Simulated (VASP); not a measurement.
Here is the system:

```
TiO2
1.0
   -1.90943     1.90943     4.85366
    1.90943    -1.90943     4.85366
    1.90943     1.90943    -4.85366
Ti O
2 4
Direct
  0.00000   0.00000   0.00000
  0.75000   0.25000   0.50000
  0.95715   0.45715   0.50000
  0.20715   0.20715   0.00000
  0.79285   0.79285   0.00000
  0.54285   0.04285   0.50000
```

Computed with PBE GGA, VASP's PBE PAW potentials (set 64) (plane waves; VASP). Numerical set-up: 400 eV cut-off, 8×8×8 Γ-centred mesh, Fermi-Dirac smearing of 0.050 eV, potentials Ti_sv O.

The path is coarsely sampled, so an indirect gap can come out somewhat too large.

Problem. Give the energies of bands 14 to 27 at the high-symmetry points, in eV from the valence-band maximum.

Solution. 
| band | Γ | X | P | N | M | S | R |
|---|---|---|---|---|---|---|---|
| 14 | -3.74 | -4.28 | -4.17 | -4.11 | -3.66 | -3.66 | -4.45 |
| 15 | -3.74 | -4.08 | -4.14 | -3.62 | -3.58 | -3.64 | -3.79 |
| 16 | -3.34 | -4.08 | -4.14 | -3.55 | -3.58 | -3.61 | -3.79 |
| 17 | -1.97 | -3.62 | -3.63 | -3.28 | -1.93 | -2.85 | -3.50 |
| 18 | -1.97 | -3.62 | -3.63 | -2.05 | -1.93 | -2.83 | -3.50 |
| 19 | -1.94 | -2.54 | -2.85 | -1.99 | -1.32 | -2.10 | -2.65 |
| 20 | -0.80 | -2.54 | -2.85 | -1.88 | -1.32 | -1.77 | -2.65 |
| 21 | -0.80 | -1.97 | -1.54 | -1.85 | -1.24 | -1.16 | -1.81 |
| 22 | -0.77 | -1.97 | -1.54 | -0.87 | -1.24 | -0.90 | -1.81 |
| 23 | -0.41 | -0.04 | -0.22 | -0.87 | -0.11 | -0.85 | -0.07 |
| 24 | -0.41 | -0.04 | -0.22 | -0.63 | -0.11 | -0.82 | -0.07 |
| 25 | 2.07 | 3.17 | 3.39 | 3.12 | 2.39 | 3.12 | 3.15 |
| 26 | 2.73 | 3.17 | 3.39 | 3.40 | 2.39 | 3.34 | 3.15 |
| 27 | 3.86 | 3.63 | 3.43 | 3.43 | 3.61 | 3.42 | 3.57 |

The gap is indirect, 2.07 eV, from the valence maximum at Γ-X at 0.80 to the conduction minimum at Γ.

The structure comes from a computed database's TiO2 entry; how it stands against other phases isn't given here. The cell was not relaxed at this level.
